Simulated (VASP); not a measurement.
A convergence study with VASP on NiSi₂ (fluorite): one setting is varied, all else stays as given below, so the limit is that of these other settings.

```
NiSi2
1.0
    0.00000     2.70500     2.70500
    2.70500     0.00000     2.70500
    2.70500     2.70500     0.00000
Si Ni
2 1
Direct
  0.25000   0.25000   0.25000
  0.75000   0.75000   0.75000
  0.00000   0.00000   0.00000
```

The numbers are results of PBE GGA, VASP's PBE PAW potentials (set 64) (plane waves; VASP), not measurements. The tightest run used: 550 eV cut-off, 19×19×19 Γ-centred mesh, tetrahedra with Blöchl corrections, potentials Si Ni.

The settings run are 3×3×3 mesh; 4×4×4 mesh; 5×5×5 mesh; 6×6×6 mesh; 7×7×7 mesh; 8×8×8 mesh; 9×9×9 mesh; 10×10×10 mesh; 11×11×11 mesh; 12×12×12 mesh; 13×13×13 mesh; 14×14×14 mesh; 15×15×15 mesh; 16×16×16 mesh; 17×17×17 mesh; 18×18×18 mesh; 19×19×19 mesh. From which on does the stress (every component) stay within 0.5 GPa of the tightest run?

From 7×7×7 mesh on: it is off by 0.25 there and by no more than 0.5 in any finer run, while 6×6×6 mesh is off by 0.77.
| setting | E (eV/atom) | pressure (GPa) | irreducible k-points | difference judged (GPa) |
|---|---|---|---|---|
| 3×3×3 mesh | -5.6926 | 1.93 | 4 | 0.89 |
| 4×4×4 mesh | -5.7650 | 0.93 | 8 | 1.89 |
| 5×5×5 mesh | -5.7740 | 1.19 | 10 | 1.63 |
| 6×6×6 mesh | -5.7820 | 2.05 | 16 | 0.77 |
| 7×7×7 mesh | -5.7871 | 2.57 | 20 | 0.25 |
| 8×8×8 mesh | -5.7894 | 2.76 | 29 | 0.06 |
| 9×9×9 mesh | -5.7877 | 2.44 | 35 | 0.38 |
| 10×10×10 mesh | -5.7871 | 2.51 | 47 | 0.31 |
| 11×11×11 mesh | -5.7873 | 2.63 | 56 | 0.19 |
| 12×12×12 mesh | -5.7870 | 2.66 | 72 | 0.16 |
| 13×13×13 mesh | -5.7869 | 2.70 | 84 | 0.12 |
| 14×14×14 mesh | -5.7873 | 2.71 | 104 | 0.11 |
| 15×15×15 mesh | -5.7875 | 2.74 | 120 | 0.08 |
| 16×16×16 mesh | -5.7874 | 2.77 | 145 | 0.06 |
| 17×17×17 mesh | -5.7872 | 2.76 | 165 | 0.06 |
| 18×18×18 mesh | -5.7873 | 2.81 | 195 | 0.01 |
| 19×19×19 mesh | -5.7873 | 2.82 | 220 | 0.00 |

Left out are rungs that failed or repeat a setting and relaxations that didn't move; long series are thinned to 24 rows.

The compound is NiSi2 in the fluorite structure. The cell was not relaxed at this level. The run is not spin-polarised, so no magnetic state was tried.
